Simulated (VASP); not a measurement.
Method: PBE GGA, VASP's PBE PAW potentials (set 64) (plane waves; VASP).

VASP ran on this input.

POSCAR:
```
Ni(210) slab
1.0
  4.3061375742   0.0000000000   0.0000000000
  2.8707583828   3.2096057351   0.0000000000
  0.0000000000   0.0000000000  24.4170013207
Ni
12
Cartesian
  2.5091128307   1.1221094718   7.9237081500
  4.6672721234   2.0872677358   8.6707846083
  6.8194103405   3.0497332928   9.4311612710
  1.7941965907   0.8023891808  10.2277125196
  3.9440155566   1.7638175370  11.0295016056
  6.0979760027   2.7270980195  11.8201244063
  1.0789199543   0.4825077156  12.5968769144
  3.2328804004   1.4457881981  13.3874997151
  5.3826993663   2.4072165543  14.1892888011
  0.3574856165   0.1598724423  14.9858400497
  2.5096238336   1.1223379993  15.7462167124
  4.6677831263   2.0874962633  16.4932931707
```

### KPOINTS
```
Automatic mesh
0
Gamma
9 9 1
0 0 0
```

**INCAR**
```
IBRION=2
GGA=PE   ! PBE
LWAVE=T
ISPIN=2   ! spin-polarised
MAGMOM=12*0.8
EDIFFG=-0.03   ! ionic stop
NELM=100
LASPH=T
NSW=120   ! most ionic steps
LCHARG=F
LDIPOL=T
ISIF=2   ! forces and stress, cell fixed
PREC=Normal
EDIFF=1E-5   ! SCF stop (eV)
LMAXMIX=4
DIPOL=0.5 0.5 0.5
LREAL=F
SIGMA=0.1   ! width (eV)
NELMIN=4
SYSTEM=Ni(210) slab
ENCUT=400   ! plane-wave cut-off (eV)
LORBIT=10
IDIPOL=3
ISMEAR=1   ! Methfessel-Paxton
ALGO=Normal   ! blocked Davidson
```

POTCAR, in this order: Ni (PBE.64 set). Program: vasp_std.

The run wrote:

File OSZICAR:
```
...
DAV:  15    -0.615346225663E+02   -0.15008E-04   -0.14475E-06  4737   0.116E-02    0.333E-03
DAV:  16    -0.615346469702E+02   -0.24404E-04   -0.71096E-07  4636   0.628E-03    0.170E-03
DAV:  17    -0.615346681383E+02   -0.21168E-04   -0.29937E-07  4667   0.258E-03    0.123E-03
DAV:  18    -0.615347110596E+02   -0.42921E-04   -0.46087E-07  4810   0.210E-03    0.129E-03
DAV:  19    -0.615347391083E+02   -0.28049E-04   -0.30861E-07  4770   0.196E-03    0.110E-03
DAV:  20    -0.615347678706E+02   -0.28762E-04   -0.35885E-07  4793   0.203E-03    0.970E-04
DAV:  21    -0.615347846004E+02   -0.16730E-04   -0.25856E-07  4754   0.174E-03    0.649E-04
DAV:  22    -0.615347893149E+02   -0.47145E-05   -0.56982E-08  4724   0.931E-04
   2 F= -.61534789E+02 E0= -.61536304E+02  d E =-.274993E-01  mag=     8.1878
       N       E                     dE             d eps       ncg     rms          rms(c)
DAV:   1    -0.615326590902E+02    0.21255E-02   -0.11355E+01  7725   0.118E+01    0.118E+00
DAV:   2    -0.616807884106E+02   -0.14813E+00   -0.32645E-01  9037   0.111E+01    0.635E+00
DAV:   3    -0.615549540047E+02    0.12583E+00   -0.19120E-01  8252   0.111E+01    0.233E+00
DAV:   4    -0.615525283501E+02    0.24257E-02   -0.64867E-02  9438   0.503E+00    0.161E+00
DAV:   5    -0.615480195066E+02    0.45088E-02   -0.17356E-02  8405   0.266E+00    0.618E-01
DAV:   6    -0.615472438118E+02    0.77569E-03   -0.43430E-03  8199   0.134E+00    0.302E-01
DAV:   7    -0.615475240701E+02   -0.28026E-03   -0.13748E-03  9505   0.476E-01    0.341E-01
DAV:   8    -0.615484906022E+02   -0.96653E-03   -0.31294E-03  8329   0.130E+00    0.586E-01
DAV:   9    -0.615473268288E+02    0.11638E-02   -0.20218E-03  8277   0.110E+00    0.154E-01
DAV:  10    -0.615473703621E+02   -0.43533E-04   -0.23365E-04 10901   0.221E-01    0.462E-02
DAV:  11    -0.615474107328E+02   -0.40371E-04   -0.36628E-05  6408   0.104E-01    0.420E-02
DAV:  12    -0.615474198627E+02   -0.91299E-05   -0.20384E-05  4699   0.911E-02
   3 F= -.61547420E+02 E0= -.61548803E+02  d E =-.401298E-01  mag=     8.1797
       N       E                     dE             d eps       ncg     rms          rms(c)
DAV:   1    -0.615495426843E+02   -0.21320E-02   -0.13169E+00  7700   0.413E+00    0.375E-01
DAV:   2    -0.615763593388E+02   -0.26817E-01   -0.40574E-02  9542   0.411E+00    0.315E+00
DAV:   3    -0.615502953009E+02    0.26064E-01   -0.30773E-02  8442   0.402E+00    0.417E-01
DAV:   4    -0.615521504792E+02   -0.18552E-02   -0.59870E-03  9814   0.159E+00    0.602E-01
DAV:   5    -0.615510764540E+02    0.10740E-02   -0.24500E-03  8161   0.108E+00    0.100E-01
DAV:   6    -0.615511540942E+02   -0.77640E-04   -0.53087E-04  9170   0.364E-01    0.131E-01
DAV:   7    -0.615511123863E+02    0.41708E-04   -0.22031E-04  8086   0.261E-01    0.748E-02
DAV:   8    -0.615511508480E+02   -0.38462E-04   -0.16256E-04  8292   0.276E-01    0.119E-01
DAV:   9    -0.615511098165E+02    0.41032E-04   -0.99999E-05  8018   0.234E-01    0.419E-02
DAV:  10    -0.615511242483E+02   -0.14432E-04   -0.11404E-05  4785   0.555E-02    0.120E-02
DAV:  11    -0.615511455607E+02   -0.21312E-04   -0.38641E-06  4718   0.317E-02    0.148E-02
DAV:  12    -0.615511549098E+02   -0.93491E-05   -0.33635E-06  4652   0.313E-02
   4 F= -.61551155E+02 E0= -.61552528E+02  d E =-.373505E-02  mag=     8.1737
       N       E                     dE             d eps       ncg     rms          rms(c)
DAV:   1    -0.615513728472E+02   -0.22729E-03   -0.11681E+00  7700   0.389E+00    0.345E-01
DAV:   2    -0.615740229541E+02   -0.22650E-01   -0.34702E-02  9631   0.376E+00    0.291E+00
DAV:   3    -0.615519121199E+02    0.22111E-01   -0.26001E-02  8424   0.368E+00    0.346E-01
DAV:   4    -0.615537675761E+02   -0.18555E-02   -0.50295E-03 10025   0.143E+00    0.576E-01
DAV:   5    -0.615527307008E+02    0.10369E-02   -0.21969E-03  8235   0.104E+00    0.849E-02
DAV:   6    -0.615528277515E+02   -0.97051E-04   -0.48013E-04  9480   0.345E-01    0.138E-01
DAV:   7    -0.615527727878E+02    0.54964E-04   -0.21639E-04  8050   0.276E-01    0.736E-02
DAV:   8    -0.615527944974E+02   -0.21710E-04   -0.13756E-04  8296   0.246E-01    0.101E-01
DAV:   9    -0.615527688172E+02    0.25680E-04   -0.75293E-05  7789   0.196E-01    0.445E-02
DAV:  10    -0.615527778738E+02   -0.90566E-05   -0.10678E-05  4723   0.610E-02
   5 F= -.61552778E+02 E0= -.61554149E+02  d E =-.535801E-02  mag=     8.1698
       N       E                     dE             d eps       ncg     rms          rms(c)
DAV:   1    -0.615527028662E+02    0.65951E-04   -0.18600E-01  7710   0.155E+00    0.140E-01
DAV:   2    -0.615565757329E+02   -0.38729E-02   -0.57632E-03  9589   0.154E+00    0.122E+00
DAV:   3    -0.615527490624E+02    0.38267E-02   -0.42761E-03  8429   0.150E+00    0.138E-01
DAV:   4    -0.615531012615E+02   -0.35220E-03   -0.82518E-04  9674   0.576E-01    0.235E-01
DAV:   5    -0.615529356793E+02    0.16558E-03   -0.36268E-04  8213   0.418E-01    0.301E-02
DAV:   6    -0.615529586356E+02   -0.22956E-04   -0.76233E-05  8223   0.138E-01    0.628E-02
DAV:   7    -0.615529588640E+02   -0.22840E-06   -0.40146E-05  6824   0.127E-01
   6 F= -.61552959E+02 E0= -.61554336E+02  d E =-.553900E-02  mag=     8.1677
       N       E                     dE             d eps       ncg     rms          rms(c)
DAV:   1    -0.615534081748E+02   -0.44954E-03   -0.78325E-01  7700   0.316E+00    0.318E-01
DAV:   2    -0.615762262459E+02   -0.22818E-01   -0.31845E-02  9284   0.374E+00    0.294E+00
DAV:   3    -0.615533278392E+02    0.22898E-01   -0.23625E-02  8466   0.358E+00    0.295E-01
DAV:   4    -0.615549576152E+02   -0.16298E-02   -0.41434E-03 11207   0.126E+00    0.503E-01
DAV:   5    -0.615541775923E+02    0.78002E-03   -0.15037E-03  8217   0.875E-01    0.611E-02
DAV:   6    -0.615542597377E+02   -0.82145E-04   -0.33243E-04 10090   0.268E-01    0.134E-01
DAV:   7    -0.615541947129E+02    0.65025E-04   -0.17740E-04  8195   0.278E-01    0.727E-02
DAV:   8    -0.615541677045E+02    0.27008E-04   -0.91292E-05  8069   0.189E-01    0.675E-02
DAV:   9    -0.615541629985E+02    0.47060E-05   -0.36221E-05  5681   0.128E-01
   7 F= -.61554163E+02 E0= -.61555547E+02  d E =-.120413E-02  mag=     8.1648
       N       E                     dE             d eps       ncg     rms          rms(c)
DAV:   1    -0.615535407041E+02    0.62700E-03   -0.91214E-01  7700   0.341E+00    0.350E-01
DAV:   2    -0.615824272065E+02   -0.28887E-01   -0.39887E-02  9129   0.421E+00    0.329E+00
DAV:   3    -0.615534768939E+02    0.28950E-01   -0.29350E-02  8448   0.400E+00    0.312E-01
DAV:   4    -0.615553465105E+02   -0.18696E-02   -0.48468E-03 11817   0.135E+00    0.542E-01
DAV:   5    -0.615544451366E+02    0.90137E-03   -0.17027E-03  8248   0.938E-01    0.635E-02
DAV:   6    -0.615545199647E+02   -0.74828E-04   -0.37306E-04  9997   0.264E-01    0.131E-01
DAV:   7    -0.615544616846E+02    0.58280E-04   -0.23147E-04  8217   0.315E-01    0.818E-02
DAV:   8    -0.615544318265E+02    0.29858E-04   -0.90804E-05  8141   0.186E-01    0.550E-02
DAV:   9    -0.615544405056E+02   -0.86791E-05   -0.27436E-05  5141   0.116E-01
   8 F= -.61554441E+02 E0= -.61555818E+02  d E =-.148164E-02  mag=     8.1617
       N       E                     dE             d eps       ncg     rms          rms(c)
DAV:   1    -0.615543879858E+02    0.43841E-04   -0.63580E-01  7700   0.284E+00    0.294E-01
DAV:   2    -0.615754654650E+02   -0.21077E-01   -0.28694E-02  9399   0.359E+00    0.281E+00
DAV:   3    -0.615542448640E+02    0.21221E-01   -0.20702E-02  8482   0.337E+00    0.263E-01
DAV:   4    -0.615555911960E+02   -0.13463E-02   -0.33321E-03 11730   0.112E+00    0.450E-01
DAV:   5    -0.615549558163E+02    0.63538E-03   -0.11707E-03  8257   0.786E-01    0.595E-02
DAV:   6    -0.615549997216E+02   -0.43905E-04   -0.26229E-04  9754   0.247E-01    0.119E-01
DAV:   7    -0.615549403513E+02    0.59370E-04   -0.15490E-04  8165   0.260E-01    0.607E-02
DAV:   8    -0.615549419076E+02   -0.15562E-05   -0.65003E-05  7547   0.149E-01
   9 F= -.61554942E+02 E0= -.61556307E+02  d E =-.501402E-03  mag=     8.1592
```

OUTCAR:
```
------------------------ aborting loop because EDIFF is reached ----------------------------------------
  FORCE on cell =-STRESS in cart. coord.  units (eV):
  Direction    XX          YY          ZZ          XY          YZ          ZX
  --------------------------------------------------------------------------------------
  Total       -3.8261830     -3.1798064     -0.6429074     -0.3613358      0.0113560      0.0254098
  in kB      -18.1653767    -15.0966071     -3.0522991     -1.7154960      0.0539143      0.1206371
  external PRESSURE =     -12.1047609 kB  Pullay stress =       0.0000000 kB
  volume of cell :      337.47
      direct lattice vectors                 reciprocal lattice vectors
     4.306137574  0.000000000  0.000000000     0.232226672 -0.207709832  0.000000000
     2.870758383  3.209605735  0.000000000     0.000000000  0.311564747  0.000000000
     0.000000000  0.000000000 24.417001321     0.000000000  0.000000000  0.040955070
 POSITION                                       TOTAL-FORCE (eV/Angst)
 -----------------------------------------------------------------------------------
      2.49568      1.11610      8.00055         0.012178      0.005446      0.003812
      4.66789      2.08754      8.69450        -0.021891     -0.009790      0.004731
      6.83544      3.05690      9.40575        -0.000232     -0.000104      0.016711
      1.78698      0.79916     10.24445         0.009054      0.004049     -0.001845
      3.93213      1.75850     11.03420         0.001258      0.000563      0.000295
      6.09581      2.72613     11.81340        -0.001773     -0.000793      0.014743
      1.08108      0.48348     12.60360         0.001773      0.000793     -0.014743
      3.24477      1.45111     13.38280        -0.001258     -0.000563     -0.000295
      5.38992      2.41045     14.17256        -0.009054     -0.004049      0.001845
      0.34146      0.15270     15.01125         0.000232      0.000104     -0.016711
      2.50901      1.12206     15.72250         0.021891      0.009790     -0.004731
      4.68122      2.09351     16.41645        -0.012178     -0.005446     -0.003812
 -----------------------------------------------------------------------------------
    total drift:                                0.000000      0.000000     -0.000000
  FREE ENERGIE OF THE ION-ELECTRON SYSTEM (eV)
  ---------------------------------------------------
  free  energy   TOTEN  =       -61.5549419076 eV

  energy  without entropy=      -61.5590367747  energy(sigma->0) =      -61.55630686

 total charge

# of ion       s       p       d       tot
------------------------------------------
    1        0.479   0.282   8.340   9.101
    2        0.494   0.407   8.308   9.209
    3        0.497   0.474   8.313   9.284
    4        0.502   0.507   8.313   9.322
    5        0.498   0.493   8.313   9.304
    6        0.497   0.495   8.309   9.300
    7        0.497   0.495   8.309   9.300
    8        0.498   0.493   8.313   9.304
    9        0.502   0.507   8.313   9.322
   10        0.497   0.474   8.313   9.284
   11        0.494   0.407   8.308   9.209
   12        0.479   0.282   8.340   9.101
--------------------------------------------------
tot          5.933   5.314  99.791 111.039

 magnetization (x)

# of ion       s       p       d       tot
------------------------------------------
    1        0.000  -0.009   0.805   0.797
    2       -0.006  -0.022   0.736   0.709
    3       -0.007  -0.023   0.667   0.637
    4       -0.007  -0.025   0.698   0.666
    5       -0.005  -0.026   0.700   0.668
    6       -0.007  -0.026   0.692   0.659
    7       -0.007  -0.026   0.692   0.659
    8       -0.005  -0.026   0.700   0.668
    9       -0.007  -0.025   0.698   0.666
   10       -0.007  -0.023   0.667   0.637
   11       -0.006  -0.022   0.736   0.709
   12        0.000  -0.009   0.805   0.797
--------------------------------------------------
tot         -0.064  -0.261   8.594   8.270

 reached required accuracy - stopping structural energy minimisation
```
(Selected blocks of OUTCAR.)

### CONTCAR
```
Ni(210) slab
   1.00000000000000
     4.3061375742000001    0.0000000000000000    0.0000000000000000
     2.8707583828000001    3.2096057350999998    0.0000000000000000
     0.0000000000000000    0.0000000000000000   24.4170013206999990
  Ni
    12
Direct
     0.3477375558594809    0.3477375558594809    0.3276629727136663
     0.6504046459143572    0.6504046459143572    0.3560837998517720
     0.9524227253442021    0.9524227253442021    0.3852130705771590
     0.2489901082150344    0.2489901082150344    0.4195619871624334
     0.5478868285634045    0.5478868285634045    0.4519065645528758
     0.8493661999022711    0.8493661999022711    0.4838187699993299
     0.1506338000977288    0.1506338000977288    0.5161812300006702
     0.4521131714365954    0.4521131714365954    0.5480934354471242
     0.7510098917849656    0.7510098917849656    0.5804380128375666
     0.0475772746557977    0.0475772746557977    0.6147869294228410
     0.3495953540856425    0.3495953540856425    0.6439162001482283
     0.6522624441405191    0.6522624441405191    0.6723370272863336
```

OUTCAR:
```
 val. band max:        0.9274633819   @ k =  -0.2222   0.1111   0.0000

 cond. band min:       0.9335712420   @ k =   0.4444   0.3333   0.0000


 Fermi energy:         0.9301559445

 spin component 1

 k-point     1 :       0.0000    0.0000    0.0000
  band No.  band energies     occupation
      1      -7.7110      1.00000
      2      -6.6423      1.00000
      3      -5.1038      1.00000
      4      -3.5847      1.00000
      5      -3.5304      1.00000
      6      -3.1492      1.00000
      7      -3.1232      1.00000
      8      -2.8461      1.00000
      9      -2.7858      1.00000
     10      -2.7858      1.00000
     11      -2.6509      1.00000
     12      -2.6006      1.00000
     13      -2.5374      1.00000
     14      -2.5326      1.00000
     15      -2.4252      1.00000
     16      -2.3946      1.00000
     17      -2.3066      1.00000
     18      -2.2213      1.00000
     19      -2.1937      1.00000
     20      -2.0943      1.00000
     21      -2.0591      1.00000
     22      -2.0578      1.00000
     23      -1.9187      1.00000
     24      -1.8542      1.00000
     25      -1.7472      1.00000
     26      -1.7102      1.00000
     27      -1.6208      1.00000
     28      -1.6170      1.00000
     29      -1.4626      1.00000
     30      -1.4535      1.00000
     31      -1.4134      1.00000
     32      -1.3093      1.00000
     33      -1.2056      1.00000
     34      -1.1519      1.00000
     35      -1.1368      1.00000
     36      -1.0100      1.00000
     37      -0.7127      1.00000
     38      -0.7050      1.00000
     39      -0.6746      1.00000
     40      -0.6048      1.00000
     41      -0.5081      1.00000
     42      -0.4482      1.00000
     43      -0.3991      1.00000
     44      -0.3820      1.00000
     45      -0.3422      1.00000
     46      -0.2937      1.00000
     47      -0.2760      1.00000
     48      -0.2416      1.00000
     49      -0.1973      1.00000
...
```

The cell is a thin slab with vacuum, built from Ni (fcc): (210) face.
